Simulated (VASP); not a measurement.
Computed with PBE GGA, VASP's PBE PAW potentials (set 64) (plane waves; VASP 6.6.1).

A VASP calculation is set up with these files.

**INCAR**
```
SYSTEM = Mo3Ir
PREC = Accurate
ENCUT = 300
EDIFF = 1E-6
NELM = 100
ALGO = Normal
LREAL = .FALSE.
LASPH = .TRUE.
ISMEAR = -1
SIGMA = 0.1
GGA = PE
LMAXMIX = 6
LWAVE = .FALSE.
LCHARG = .FALSE.
ISIF = 2
```

### KPOINTS
```
Regular mesh
0
G
6 6 6
0 0 0
```

File POSCAR:
```
Mo3Ir
1.0
 -1.9284800000   1.9284800000   4.2955810000
  1.9284800000  -1.9284800000   4.2955810000
  1.9284800000   1.9284800000  -4.2955810000
Mo Ir
3 1
Cart
  0.0000000000   0.0000000000   4.2955810000
  0.0000000000   1.9284800000   2.1477905000
  1.9284800000   0.0000000000   2.1477905000
  0.0000000000   0.0000000000   0.0000000000
```

POTCAR, in this order: Mo_sv Ir (PBE.64 set). Program: vasp_std.

Output of the run:

**OUTCAR**
```
 ion  position               nearest neighbor table
   1  0.500  0.500  0.000-   4 2.73   4 2.73   4 2.73   4 2.73   3 2.89   2 2.89   3 2.89   2 2.89
                             3 2.89   3 2.89   2 2.89   2 2.89
   2  0.750  0.250  0.500-   3 2.73   3 2.73   3 2.73   3 2.73   4 2.89   1 2.89   4 2.89   4 2.89
                             1 2.89   1 2.89   4 2.89   1 2.89
   3  0.250  0.750  0.500-   2 2.73   2 2.73   2 2.73   2 2.73   4 2.89   1 2.89   4 2.89   1 2.89
                             4 2.89   4 2.89   1 2.89   1 2.89
   4  0.000  0.000  0.000-   1 2.73   1 2.73   1 2.73   1 2.73   3 2.89   2 2.89   3 2.89   3 2.89
                             2 2.89   2 2.89   3 2.89   2 2.89
  LATTYP: Found a body centered tetragonal cell.
 ALAT       =     3.8569600000
 C/A-ratio  =     2.2274438936
 Subroutine PRICEL returns:
 Original cell was already a primitive cell.
 Subroutine GETGRP returns: Found 16 space group operations
The static configuration has the point symmetry D_4h.
The dynamic configuration has the point symmetry D_4h.
 Subroutine INISYM returns: Found 16 space group operations
 Subroutine IBZKPT returns following result:
 Found     30 irreducible k-points:

 Following reciprocal coordinates:
            Coordinates               Weight
  0.000000  0.000000  0.000000      1.000000
  0.166667  0.000000  0.000000      8.000000
  0.333333 -0.000000  0.000000      8.000000
  0.500000  0.000000  0.000000      4.000000
  0.166667  0.166667  0.000000      8.000000
  0.333333  0.166667  0.000000     16.000000
  0.500000  0.166667  0.000000     16.000000
 -0.333333  0.166667 -0.000000     16.000000
 -0.166667  0.166667  0.000000      4.000000
  0.333333  0.333333  0.000000      8.000000
  0.500000  0.333333  0.000000     16.000000
 -0.333333  0.333333  0.000000      4.000000
  0.500000  0.500000  0.000000      2.000000
  0.166667  0.166667  0.166667      8.000000
  0.333333  0.166667  0.166667      8.000000
 -0.166667  0.166667  0.166667      4.000000
  0.333333  0.333333  0.166667      4.000000
...
```

File OSZICAR:
```
       N       E                     dE             d eps       ncg     rms          rms(c)
DAV:   1     0.443173907185E+03    0.44317E+03   -0.23104E+04  1960   0.115E+03
DAV:   2    -0.226468875995E+02   -0.46582E+03   -0.45291E+03  1950   0.458E+02
DAV:   3    -0.434728305118E+02   -0.20826E+02   -0.20007E+02  2472   0.791E+01
DAV:   4    -0.441067622416E+02   -0.63393E+00   -0.62415E+00  2116   0.127E+01
DAV:   5    -0.441294456286E+02   -0.22683E-01   -0.22635E-01  2400   0.241E+00    0.247E+01
DAV:   6    -0.418548533638E+02    0.22746E+01   -0.60409E+00  2270   0.194E+01    0.707E+00
DAV:   7    -0.417864765878E+02    0.68377E-01   -0.42824E+00  2362   0.126E+01    0.430E+00
DAV:   8    -0.414666369711E+02    0.31984E+00   -0.19945E+00  2494   0.795E+00    0.130E+00
DAV:   9    -0.414595582016E+02    0.70788E-02   -0.11435E-01  2462   0.237E+00    0.731E-01
DAV:  10    -0.414513946461E+02    0.81636E-02   -0.38355E-02  2548   0.156E+00    0.226E-01
DAV:  11    -0.414510825645E+02    0.31208E-03   -0.27996E-03  2832   0.377E-01    0.923E-02
DAV:  12    -0.414511016377E+02   -0.19073E-04   -0.18242E-04  2364   0.847E-02    0.244E-02
DAV:  13    -0.414510943186E+02    0.73191E-05   -0.37525E-05  2464   0.458E-02    0.531E-03
DAV:  14    -0.414510939241E+02    0.39452E-06   -0.89625E-07  1370   0.660E-03
   1 F= -.41451094E+02 E0= -.41375567E+02  d E =-.151055E+00
```

OUTCAR:
```
------------------------ aborting loop because EDIFF is reached ----------------------------------------
  FORCE on cell =-STRESS in cart. coord.  units (eV):
  Direction    XX          YY          ZZ          XY          YZ          ZX
  --------------------------------------------------------------------------------------
  Total       -1.0708917     -1.0708917     -5.9459192      0.0000000     -0.0000000      0.0000000
  in kB      -26.8499790    -26.8499790   -149.0793191      0.0000000     -0.0000000      0.0000000
  external PRESSURE =     -67.5930924 kB  Pullay stress =       0.0000000 kB
  volume of cell :       63.90
      direct lattice vectors                 reciprocal lattice vectors
    -1.928480000  1.928480000  4.295581000     0.000000000  0.259271551  0.116398690
     1.928480000 -1.928480000  4.295581000     0.259271551  0.000000000  0.116398690
     1.928480000  1.928480000 -4.295581000     0.259271551  0.259271551  0.000000000
 POSITION                                       TOTAL-FORCE (eV/Angst)
 -----------------------------------------------------------------------------------
      0.00000      0.00000      4.29558         0.000000     -0.000000     -0.000000
      0.00000      1.92848      2.14779        -0.000000     -0.000000      0.000000
      1.92848      0.00000      2.14779         0.000000      0.000000      0.000000
      0.00000      0.00000      0.00000         0.000000     -0.000000     -0.000000
 -----------------------------------------------------------------------------------
    total drift:                                0.000000     -0.000000      0.000000
  FREE ENERGIE OF THE ION-ELECTRON SYSTEM (eV)
  ---------------------------------------------------
  free  energy   TOTEN  =       -41.4510939241 eV

  energy  without entropy=      -41.3000393189  energy(sigma->0) =      -41.37556662
```
(Selected blocks of OUTCAR.)

At this cut-off the stress carries a Pulay error, which pulls relaxed volumes low.

The structure was generated: Mo3Ir was put into an ordered model structure, which need not be its known phase. The cell was not relaxed at this level. The k-mesh is coarse (spacing up to 0.38 per Å, 2π included), so the numbers may not be converged in it. The electron count is odd and the run is not spin-polarised, which forces a metal.
